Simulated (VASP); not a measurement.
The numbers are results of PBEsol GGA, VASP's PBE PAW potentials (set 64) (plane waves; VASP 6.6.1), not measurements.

VASP input:

INCAR:
```
LREAL = .FALSE.   ! projection in real space or not
SYSTEM = GaN
ISMEAR = 0
LCHARG = .FALSE.
SIGMA = 0.05   ! width (eV)
ENCUT = 600
LWAVE = .FALSE.
LASPH = .TRUE.   ! aspherical one-centre terms
ALGO = Normal   ! blocked Davidson
GGA = PS   ! PBEsol
EDIFF = 1E-7
PREC = Accurate
NELM = 100
ISIF = 2   ! forces and stress, cell fixed
LMAXMIX = 4   ! l cut-off of mixed one-centre charges
```

File POSCAR:
```
GaN
1
    1.5593975053    -2.7009556714     0.0000000000
    1.5593975053     2.7009556714     0.0000000000
    0.0000000000     0.0000000000     5.0765003637
Ga N
2 2
Direct
  0.6666670000   0.3333330000   0.5000334008
  0.3333330000   0.6666670000   0.0000334008
  0.6666670000   0.3333330000   0.8769665992
  0.3333330000   0.6666670000   0.3769665992
```

**KPOINTS**
```
Automatic mesh
0
Gamma
8 8 4
0 0 0
```

POTCAR, in this order: Ga_d N (PBE.64 set). Program: vasp_std.

The run wrote:

**OSZICAR**
```
       N       E                     dE             d eps       ncg     rms          rms(c)
DAV:   1     0.291801789982E+03    0.29180E+03   -0.20001E+04  1384   0.337E+03
DAV:   2     0.856232391818E+01   -0.28324E+03   -0.27459E+03  1434   0.572E+02
DAV:   3    -0.285552674578E+02   -0.37118E+02   -0.36821E+02  1524   0.166E+02
DAV:   4    -0.300157673114E+02   -0.14605E+01   -0.14566E+01  1748   0.353E+01
DAV:   5    -0.300434694357E+02   -0.27702E-01   -0.27665E-01  1514   0.453E+00    0.106E+01
DAV:   6    -0.261308889272E+02    0.39126E+01   -0.13290E+01  2440   0.614E+01    0.307E+00
DAV:   7    -0.262164373591E+02   -0.85548E-01   -0.18766E+00  1428   0.117E+01    0.269E+00
DAV:   8    -0.261936762220E+02    0.22761E-01   -0.33050E-01  2212   0.986E+00    0.940E-01
DAV:   9    -0.261662565153E+02    0.27420E-01   -0.12975E-01  2350   0.664E+00    0.269E-01
DAV:  10    -0.261671875056E+02   -0.93099E-03   -0.73413E-03  1522   0.939E-01    0.883E-02
DAV:  11    -0.261671250510E+02    0.62455E-04   -0.86070E-04  2102   0.634E-01    0.105E-02
DAV:  12    -0.261671345309E+02   -0.94799E-05   -0.98520E-05  1508   0.103E-01    0.936E-03
DAV:  13    -0.261671340297E+02    0.50113E-06   -0.63936E-06  2202   0.316E-02    0.541E-03
DAV:  14    -0.261671338973E+02    0.13245E-06   -0.39574E-06  2004   0.182E-02    0.176E-03
DAV:  15    -0.261671338974E+02   -0.60936E-10   -0.40221E-07  1418   0.675E-03
   1 F= -.26167134E+02 E0= -.26167134E+02  d E =-.619106E-13
```

File OUTCAR:
```
------------------------ aborting loop because EDIFF is reached ----------------------------------------
  FORCE on cell =-STRESS in cart. coord.  units (eV):
  Direction    XX          YY          ZZ          XY          YZ          ZX
  --------------------------------------------------------------------------------------
  Total        3.4203893      3.4203892      3.4640157      0.0000000      0.0000000      0.0000000
  in kB      128.1496482    128.1496446    129.7841709      0.0000000      0.0000000      0.0000000
  external PRESSURE =     128.6944879 kB  Pullay stress =       0.0000000 kB
  volume of cell :       42.76
      direct lattice vectors                 reciprocal lattice vectors
     1.559397505 -2.700955671  0.000000000     0.320636655 -0.185119662  0.000000000
     1.559397505  2.700955671  0.000000000     0.320636655  0.185119662  0.000000000
     0.000000000  0.000000000  5.076500364     0.000000000  0.000000000  0.196986098
  FREE ENERGIE OF THE ION-ELECTRON SYSTEM (eV)
  ---------------------------------------------------
  free  energy   TOTEN  =       -26.1671338974 eV

  energy  without entropy=      -26.1671338974  energy(sigma->0) =      -26.16713390
```
(Selected blocks of OUTCAR.)

The compound is GaN in the wurtzite structure. This cell was strained or had an atom moved on purpose.
